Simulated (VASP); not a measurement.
Energy against volume of Ta (bcc). Level of theory: vdW-DF-cx, VASP's PBE PAW potentials (set 64) (plane waves; VASP 6.6.1).

```
V (Å³/atom)  E (eV/atom)
-----------  -----------
16.725          -9.54271
17.259          -9.57616
17.793          -9.58652
18.327          -9.57672
18.861          -9.54885
```

Problem. Fit a third-order Birch-Murnaghan equation of state.

Solution. 
```
Item                                             Value
---------------------------------------  -------------
volume per atom                          17.79 Å³/atom
bulk modulus                                   203 GPa
pressure derivative of the bulk modulus           3.11
lattice constant a                             3.289 Å
```

Measured: bulk modulus 198 GPa at 0 K (computed value off by +2.6 %), as given by H. Levämäki et al., Physical Review B (2014), arXiv:1402.3671 [corrected for temperature and zero-point phonon effects]; a 3.299 Å at 0 K (computed value off by -0.3 %), as given by Daniel Mejia-Rodriguez et al., Physical Review B (2018), arXiv:1807.09216 [static lattice: zero-point anharmonic expansion removed].

The compound is Ta in the bcc structure. It was relaxed first.
